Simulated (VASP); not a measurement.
An input for Quantum ESPRESSO's pw.x (written as the equivalent of a VASP run, and not itself run):

```
&CONTROL
  calculation = 'vc-relax'
  pseudo_dir = './pseudo'
  outdir = './out'
  tprnfor = .true.
  tstress = .true.
  nstep = 40
  forc_conv_thr = 0.00078
/
&SYSTEM
  ibrav = 0
  nat = 2
  ntyp = 2
  ecutwfc = 88
  occupations = 'smearing'
  smearing = 'gaussian'
  degauss = 0.003675
  input_dft = 'pbesol'
/
&ELECTRONS
  conv_thr = 7.3e-08
  electron_maxstep = 100
/
&IONS
/
&CELL
  press = 200
/
ATOMIC_SPECIES
  Be 9.012 Be.upf
  Se 78.971 Se.upf
CELL_PARAMETERS angstrom
     0.0000000    2.4199064    2.4199064
     2.4199064   -0.0000000    2.4199064
     2.4199064    2.4199064    0.0000000
ATOMIC_POSITIONS crystal
  Be   0.0000000  0.0000000  0.0000000
  Se   0.2500000  0.2500000  0.2500000
K_POINTS automatic
  9 9 9 0 0 0
```

Translate this input to VASP (INCAR, KPOINTS, POSCAR, choice of POTCAR).

One answer among several that fit: 
INCAR:
```
SYSTEM = BeSe
PREC = Accurate; ENCUT = 500; LREAL = .FALSE.
LASPH = .TRUE.
EDIFF = 1E-6; NELM = 100; ALGO = Normal
LMAXMIX = 4
ISMEAR = 0; SIGMA = 0.05
GGA = PS
IBRION = 2; NSW = 40; ISIF = 3
EDIFFG = -0.02; PSTRESS = 200
LWAVE = .FALSE.; LCHARG = .FALSE.
```

**KPOINTS**
```
Automatic mesh
0
Gamma
9 9 9
0 0 0
```

### POSCAR
```
BeSe
1
    0.0000000000     2.4199064169     2.4199064169
    2.4199064169    -0.0000000000     2.4199064169
    2.4199064169     2.4199064169     0.0000000000
Be Se
1 1
Direct
  0.0000000000   0.0000000000   0.0000000000
  0.2500000000   0.2500000000   0.2500000000
```

POTCAR, in this order: Be Se (PBE.64 set). Program: vasp_std.

The two are equivalent in intent, not identical: the potentials are each code's own (VASP's PAW set, PseudoDojo norm-conserving files in pw.x), so ENCUT and ecutwfc are chosen apart and not converted; conv_thr bounds pw.x's estimated SCF error, while EDIFF bounds the energy change between steps; forc_conv_thr acts on force components and is met together with etot_conv_thr.

The structure was generated: BeSe was put into the zinc blende type (F-43m), which need not be its known phase. It was relaxed first under an external pressure of 20 GPa.
